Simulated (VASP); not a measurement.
Consider the following.

```
Eu
1.0
    3.84271     0.00000     0.00000
   -1.92136     3.32789     0.00000
    0.00000     0.00000     6.31213
Eu
2
Direct
  0.33333   0.66667   0.25000
  0.66667   0.33333   0.75000
```

The numbers are results of PBEsol GGA, VASP's PBE PAW potentials (set 64) (plane waves; VASP), not measurements. Run with 400 eV cut-off, 12×12×7 Γ-centred mesh, tetrahedra with Blöchl corrections, potentials Eu_2.

The 4f electrons are frozen in the core of the lanthanide potential, so 4f levels, which can set the real gap, and their magnetism are missing.

Question: The job: Eu (relaxed from the hcp structure, space group P6_3/mmc), 2 atoms, PBEsol, static run, 400 eV, 12×12×7 Γ-centred mesh. Roughly how much core time does it take on a busy server core?

Answer: About 40 core-seconds (one run on a shared machine, a rough figure). It had 76 irreducible k-points, 12 bands, up to 1483 plane waves and 13 electronic steps.

The structure was generated: Eu was put into the hcp type (P6_3/mmc), which need not be its known phase. It was relaxed first, which changed the volume by -18 %.
